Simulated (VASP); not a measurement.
All values below come from PBE GGA with D3 dispersion (Becke-Johnson damping), VASP's PBE PAW potentials (set 64) (plane waves; VASP 6.6.1).

VASP ran on this input.

**KPOINTS**
```
Automatic mesh
0
Gamma
10 10 4
0 0 0
```

POSCAR:
```
C
1
    1.2572647115    -2.1776458522     0.0000000000
    1.2572647115     2.1776458522     0.0000000000
    0.0000000000     0.0000000000     6.8420353926
C
4
Direct
  0.0000000000   0.0000000000   0.2500000000
  0.0000000000   0.0000000000   0.7500000000
  0.3333330000   0.6666670000   0.2500000000
  0.6666670000   0.3333330000   0.7500000000
```

INCAR:
```
ALGO=Normal
EDIFF=1E-7
EDIFFG=-0.01
ENCUT=520
GGA=PE
IBRION=2
ISIF=4
ISMEAR=0
IVDW=12
LASPH=.True.
LCHARG=.False.
LREAL=.False.
LWAVE=.False.
NELM=100
NSW=30
PREC=Accurate
SIGMA=0.05
SYSTEM=C
```

POTCAR, in this order: C (PBE.64 set). Program: vasp_std.

Problem. Estimate the energy per atom (σ→0), dispersion energy.

Solution. 
energy per atom (σ→0): -9.368 eV/atom
dispersion energy: -13.47 kcal/mol

### OSZICAR
```
...
DAV:   1    -0.368906731570E+02   -0.35734E-02   -0.20567E-01  1008   0.388E+00    0.271E-01
DAV:   2    -0.368874524353E+02    0.32207E-02   -0.44439E-03  1176   0.514E-01    0.159E-01
DAV:   3    -0.368859179842E+02    0.15345E-02   -0.46844E-03  1164   0.470E-01    0.422E-02
DAV:   4    -0.368859221023E+02   -0.41181E-05   -0.20862E-04  1180   0.107E-01    0.144E-02
DAV:   5    -0.368859123753E+02    0.97270E-05   -0.27303E-05  1240   0.394E-02    0.306E-03
DAV:   6    -0.368859128097E+02   -0.43440E-06   -0.11617E-06  1188   0.845E-03    0.268E-03
DAV:   7    -0.368859128643E+02   -0.54582E-07   -0.61442E-07  1196   0.640E-03
   3 F= -.37470153E+02 E0= -.37470153E+02  d E =-.975735E-01
```

The compound is C in the graphite structure. This cell is one point of a volume scan, at 1.06 of the reference volume. Symmetry was kept, so distortions that lower it aren't found.
